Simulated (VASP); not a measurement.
Level of theory: PBEsol GGA, VASP's PBE PAW potentials (set 64) (plane waves; VASP).

The input files of a VASP run:

### POSCAR
```
CuZn(110) slab
1
    2.9095774158     0.0000000000     0.0000000000
    0.0000000000     4.1147638334     0.0000000000
    0.0000000000     0.0000000000    25.0813710198
Zn Cu
5 5
Direct
  0.5000000000   0.0000000000   0.3315301155
  0.5000000000   0.5000000000   0.4192057103
  0.5000000000   0.0000000000   0.5000000000
  0.5000000000   0.5000000000   0.5807942897
  0.5000000000   0.0000000000   0.6684698845
  0.0000000000   0.5000000000   0.3389279711
  0.0000000000   0.0000000000   0.4168567718
  0.0000000000   0.5000000000   0.5000000000
  0.0000000000   0.0000000000   0.5831432282
  0.0000000000   0.5000000000   0.6610720289
```

KPOINTS:
```
Automatic mesh
0
gamma
9 7 1
0 0 0
```

### INCAR
```
! general
SYSTEM   =  CuZn(110) slab
PREC     =  Normal
ENCUT    =  400   ! plane-wave cut-off (eV)
LREAL    =  F   ! projection in real space or not
LASPH    =  T

! electronic loop
EDIFF    =  1E-6
NELM     =  100   ! most electronic steps
NELMIN   =  4
ALGO     =  Normal   ! blocked Davidson
LMAXMIX  =  4   ! l cut-off of mixed one-centre charges

! smearing
ISMEAR   =  1   ! Methfessel-Paxton
SIGMA    =  0.1   ! width (eV)

! functional
GGA      =  PS   ! PBEsol

! output
LWAVE    =  F
LCHARG   =  F
LORBIT   =  11
LVHAR    =  T

! other
LDIPOL   =  T
IDIPOL   =  3
DIPOL    =  0.5 0.5 0.5
```

POTCAR, in this order: Zn Cu (PBE.64 set). Program: vasp_std. Read from the step before: WAVECAR.

Output

**OSZICAR**
```
       N       E                     dE             d eps       ncg     rms          rms(c)
DAV:   1    -0.283931917764E+02   -0.28393E+02   -0.87120E-05  4589   0.277E-01    0.184E-02
DAV:   2    -0.283931841926E+02    0.75838E-05   -0.16377E-04  3736   0.489E-01    0.245E-02
DAV:   3    -0.283931693857E+02    0.14807E-04   -0.50479E-05  2959   0.270E-01    0.376E-03
DAV:   4    -0.283931698254E+02   -0.43971E-06   -0.72429E-06  3356   0.359E-02
   1 F= -.28393170E+02 E0= -.28391814E+02  d E =-.406670E-02
```

File OUTCAR:
```
------------------------ aborting loop because EDIFF is reached ----------------------------------------
  FORCE on cell =-STRESS in cart. coord.  units (eV):
  Direction    XX          YY          ZZ          XY          YZ          ZX
  --------------------------------------------------------------------------------------
  Total       -3.7783373     -4.2733755     -0.5723533      0.0000000      0.0000000      0.0000000
  in kB      -20.1597531    -22.8010861     -3.0538569      0.0000000      0.0000000      0.0000000
  external PRESSURE =     -15.3382320 kB  Pullay stress =       0.0000000 kB
  volume of cell :      300.28
      direct lattice vectors                 reciprocal lattice vectors
     2.909577416  0.000000000  0.000000000     0.343692522  0.000000000  0.000000000
     0.000000000  4.114763833  0.000000000     0.000000000  0.243027313  0.000000000
     0.000000000  0.000000000 25.081371020     0.000000000  0.000000000  0.039870229
 POSITION                                       TOTAL-FORCE (eV/Angst)
 -----------------------------------------------------------------------------------
      1.45479      0.00000      8.31523         0.000000      0.000000     -0.010107
      1.45479      2.05738     10.51425         0.000000     -0.000000      0.005403
      1.45479      0.00000     12.54069         0.000000      0.000000      0.000000
      1.45479      2.05738     14.56712         0.000000     -0.000000     -0.005403
      1.45479      0.00000     16.76614         0.000000      0.000000      0.010107
      0.00000      2.05738      8.50078         0.000000      0.000000     -0.003694
      0.00000      0.00000     10.45534         0.000000      0.000000     -0.001064
      0.00000      2.05738     12.54069         0.000000      0.000000      0.000000
      0.00000      0.00000     14.62603         0.000000     -0.000000      0.001064
      0.00000      2.05738     16.58059         0.000000      0.000000      0.003694
 -----------------------------------------------------------------------------------
    total drift:                                0.000000     -0.000000      0.000000
  FREE ENERGIE OF THE ION-ELECTRON SYSTEM (eV)
  ---------------------------------------------------
  free  energy   TOTEN  =       -28.3931698254 eV

  energy  without entropy=      -28.3891031285  energy(sigma->0) =      -28.39181426

 total charge

# of ion       s       p       d       tot
------------------------------------------
    1        0.615   0.416   9.729  10.760
    2        0.603   0.553   9.741  10.897
    3        0.591   0.548   9.739  10.878
    4        0.603   0.553   9.741  10.897
    5        0.615   0.416   9.729  10.760
    6        0.444   0.330   9.174   9.947
    7        0.441   0.387   9.179  10.006
    8        0.443   0.415   9.182  10.040
    9        0.441   0.387   9.179  10.006
   10        0.444   0.330   9.174   9.947
--------------------------------------------------
tot          5.240   4.334  94.566 104.140
```
(Selected blocks of OUTCAR.)

The cell is a thin slab with vacuum, built from CuZn (CsCl type): (110) face.
